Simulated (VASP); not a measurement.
An input for Quantum ESPRESSO's pw.x (written as the equivalent of a VASP run, and not itself run):

```
&CONTROL
  calculation = 'vc-relax'
  pseudo_dir = './pseudo'
  outdir = './out'
  tprnfor = .true.
  tstress = .true.
  nstep = 60
  forc_conv_thr = 0.00039
/
&SYSTEM
  ibrav = 0
  nat = 2
  ntyp = 2
  ecutwfc = 82.3
  occupations = 'smearing'
  smearing = 'methfessel-paxton'
  degauss = 0.00735
  input_dft = 'pbesol'
/
&ELECTRONS
  conv_thr = 7.3e-08
  electron_maxstep = 100
/
&IONS
/
&CELL
/
ATOMIC_SPECIES
  W 183.840 W.upf
  Te 127.600 Te.upf
CELL_PARAMETERS angstrom
     0.0000000    3.2400000    3.2400000
     3.2400000    0.0000000    3.2400000
     3.2400000    3.2400000    0.0000000
ATOMIC_POSITIONS crystal
  W    0.0000000  0.0000000  0.0000000
  Te   0.5000000  0.5000000  0.5000000
K_POINTS automatic
  9 9 9 0 0 0
```

Write the VASP files for the same calculation (PBEsol).

Several could match; the one computed here: 
### POSCAR
```
WTe
1
    0.0000000000     3.2400000000     3.2400000000
    3.2400000000     0.0000000000     3.2400000000
    3.2400000000     3.2400000000     0.0000000000
W Te
1 1
Direct
  0.0000000000   0.0000000000   0.0000000000
  0.5000000000   0.5000000000   0.5000000000
```

**INCAR**
```
# general
SYSTEM  = WTe
PREC    = Accurate
ENCUT   = 400
LREAL   = F
LASPH   = T

# electronic loop
EDIFF   = 1E-6
NELM    = 100
ALGO    = Normal
LMAXMIX = 6

# smearing
ISMEAR  = 1
SIGMA   = 0.1

# functional
GGA     = PS

# ions
IBRION  = 2
NSW     = 60
ISIF    = 3
EDIFFG  = -0.01

# output
LWAVE   = F
LCHARG  = F
```

File KPOINTS:
```
Automatic mesh
0
Gamma
9 9 9
0 0 0
```

POTCAR, in this order: W_sv Te (PBE.64 set). Program: vasp_std.

What does not carry over: the potentials are each code's own (VASP's PAW set, PseudoDojo norm-conserving files in pw.x), so ENCUT and ecutwfc are chosen apart and not converted; conv_thr bounds pw.x's estimated SCF error, while EDIFF bounds the energy change between steps; forc_conv_thr acts on force components and is met together with etot_conv_thr.

The structure was generated: WTe was put into the rock salt type (Fm-3m), which need not be its known phase. This run relaxes it. Symmetry was kept, so distortions that lower it aren't found.
